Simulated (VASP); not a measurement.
The system is Si3C.

```
CELL_PARAMETERS angstrom
4.91480 0.00000 0.00000
-2.45740 4.25634 0.00000
0.00000 0.00000 2.43311
ATOMIC_POSITIONS crystal
Si 0.50000 0.00000 0.50000
Si 0.00000 0.50000 0.50000
Si 0.50000 0.50000 0.50000
C 0.00000 0.00000 0.50000
```

The cell was built by a generator and needn't be a form met in nature.

* Program: VASP 6.6.1
* Task: relaxation of cell and atoms
* Functional: PBE
* Dispersion: D3
* Potentials or basis: VASP PAW PBE potentials, release 64 (Si, C)
* Cutoff: 600 eV
* k mesh: 5 × 5 × 8
* Occupations: fermi-dirac, width 0.05 eV
* Spin: no spin polarisation

At the start: pressure -2.0 GPa; volume 12.72 Å³/atom.

Problem. How do energy, volume and symmetry change on relaxing?

Solution. Over 8 steps the energy falls by 6.2 meV/atom and the volume is 12.45 Å³/atom (-2.2 %); space group P6/mmm (No. 191, to 0.05 Å).

The path:
| step | energy change (eV) | largest force (eV/Å) | pressure (GPa) | volume (Å³) |
| --- | --- | --- | --- | --- |
| 1 | 0.0000 | 0.0000 | -2.02 | 50.90 |
| 2 | -0.0248 | 0.0000 | 0.21 | 49.72 |
| 3 | -0.0249 | 0.0000 | 0.09 | 49.76 |
| 4 | -0.0248 | 0.0000 | 0.03 | 49.78 |
| 5 | -0.0249 | 0.0000 | -0.09 | 49.83 |
| 6 | -0.0249 | 0.0000 | -0.06 | 49.81 |
| 7 | -0.0249 | 0.0000 | -0.05 | 49.81 |
| 8 | -0.0249 | 0.0000 | 0.03 | 49.78 |

Final structure:
```
CELL_PARAMETERS angstrom
4.84230 0.00000 0.00000
-2.42115 4.19355 0.00000
0.00000 0.00000 2.45161
ATOMIC_POSITIONS crystal
Si 0.50000 0.00000 0.50000
Si 0.00000 0.50000 0.50000
Si 0.50000 0.50000 0.50000
C 0.00000 0.00000 0.50000
```

Caveat: pairwise dispersion overbinds metals, which lowers pressure and volume.
